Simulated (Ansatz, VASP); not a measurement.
**One calculation of NaHf2, two programs**

```
Na Hf
1.0
     3.91504    0.00000    0.00000
    -1.95752    3.39052    0.00000
     0.00000    0.00000    4.22720
Na Hf
1 2
Cartesian
  0.0000 0.0000 0.0000
  0.0000 2.2603 2.1136
  1.9575 1.1302 2.1136
```

Alike in both runs: task relaxation of cell and atoms; functional PBE; k mesh 6 × 6 × 4; occupations gaussian, width 0.1 eV; no spin polarisation.

|  | VASP | Ansatz |
| --- | --- | --- |
| version | VASP 6.6.1 | Ansatz 0.2.0 |
| potentials or method | VASP PAW PBE potentials, release 64 (Na_pv, Hf_pv) | scalar-relativistic, plane waves, PAW |
| plane-wave cutoff (eV) | 600 | 420 |
| valence electrons in the cell | 27 | 61 |

VASP gave:

| Quantity | Value |
| --- | --- |
| gap on the k mesh at the Fermi level, each at its own relaxed structure (eV) | none |
| relaxed volume (Å³/atom) | 23.83 |
| relaxed cell length with the largest relative difference (Å) | 2.823 |
| energy change over the relaxation (meV/atom) | -2254 |

Estimate Ansatz's values.

gap on the k mesh at the Fermi level, each at its own relaxed structure (eV): none; relaxed volume (Å³/atom): 23.83; relaxed cell length with the largest relative difference (Å): 2.815; energy change over the relaxation (meV/atom): -2285.

A gap of «none» marks a metal or a gap that the smearing closes. The two sets of potentials don't hold the same shells in valence.

Caveats: the k mesh is coarse (spacing up to 0.37 Å⁻¹), so the values aren't converged; the volume moved by over 15 % at a fixed basis, so the end points are rough (VASP). Spin-orbit coupling is left out, which matters for the levels of Hf.
